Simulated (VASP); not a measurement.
Consider the following.

```yaml
crystal:
  lattice:
    - [3.68909, 0.00000, 0.00000]
    - [0.00000, 3.76287, 0.00000]
    - [0.00000, 0.00000, 3.76287]
  atoms:
    - { symbol: Al, position: [0.00000, 0.00000, 0.00000] }
    - { symbol: N, position: [0.50000, 0.50000, 0.50000], spin: 0.1 }
    - { symbol: Co, position: [0.00000, 0.50000, 0.50000], spin: 0.8 }
    - { symbol: Co, position: [0.50000, 0.50000, 0.00000], spin: 0.8 }
    - { symbol: Co, position: [0.50000, 0.00000, 0.50000], spin: 0.8 }
```

These are PBEsol GGA, VASP's PBE PAW potentials (set 64) (plane waves; VASP) values and carry that method's errors. Numerical set-up: 600 eV cut-off, 8×8×8 Γ-centred mesh, first-order Methfessel-Paxton smearing of 0.10 eV, potentials Al N Co.

The moments were started parallel, and other spin orders were not tried in this run.

Task: Give the stress tensor in GPa (positive for a compressed cell).

Result: 
```
 -5.05    0.00    0.00
  0.00  -10.40    0.00
  0.00    0.00  -10.40
```
The pressure is its mean diagonal, -8.61 GPa.

The structure was generated: AlCo3N was put into the cubic-perovskite type (Pm-3m), which need not be its known phase. This cell was strained or had an atom moved on purpose.
